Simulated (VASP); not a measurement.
Given:

```
CELL_PARAMETERS angstrom
      1.79967    -3.11712     0.00000
      1.79967     3.11712     0.00000
      0.00000     0.00000     6.58609
ATOMIC_POSITIONS crystal
  Hf 0.00000 0.00000 0.00000
  S  0.33333 0.66667 0.21843
  S  0.66667 0.33333 0.78157
```

Level of theory: AM05 GGA, VASP's PBE PAW potentials (set 64) (plane waves; VASP). Run with 520 eV cut-off, Gaussian smearing of 0.050 eV, potentials Hf_pv S.

Without a dispersion term in the relaxation, distances and binding between the weakly bound layers, chains or molecules are unreliable, and so is what depends on them. Unless said otherwise, spin-orbit coupling is left out, though it shifts the bands of the heavy elements here.

Question: Predict the band gap (along the path) with the smallest direct gap where there is one.

Answer: 
* **band gap (along the path)**: 1.08 eV
* **smallest direct gap (along the path)**: 2.00 eV

The compound is HfS2 in the 1T layered structure. It was relaxed first, which changed the volume by +11 %.
